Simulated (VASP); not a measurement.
Given:

```
CELL_PARAMETERS angstrom
      0.00000     3.27783     3.27783
      3.27783     0.00000     3.27783
      3.27783     3.27783     0.00000
ATOMIC_POSITIONS crystal
  In 0.00000 0.00000 0.00000
  Sb 0.25000 0.25000 0.25000
```

Calculation: r2SCAN meta-GGA, VASP's PBE PAW potentials (set 64) (plane waves; VASP). Run with 480 eV cut-off, 10×10×10 Γ-centred mesh, first-order Methfessel-Paxton smearing of 0.10 eV, potentials In_d Sb.

Unless said otherwise, spin-orbit coupling is left out, though it shifts the bands of the heavy elements here.

Task: Predict the energy per atom (σ→0), band gap (on the k-mesh) with the smallest direct gap where there is one.

Result: 
```
Property                                      Result
-----------------------------------  ---------------
band gap (on the k-mesh)                     0.02 eV
smallest direct gap (on the k-mesh)          0.02 eV
energy per atom (σ→0)                -24.384 eV/atom
```

The compound is InSb in the zinc blende structure. It was relaxed first.
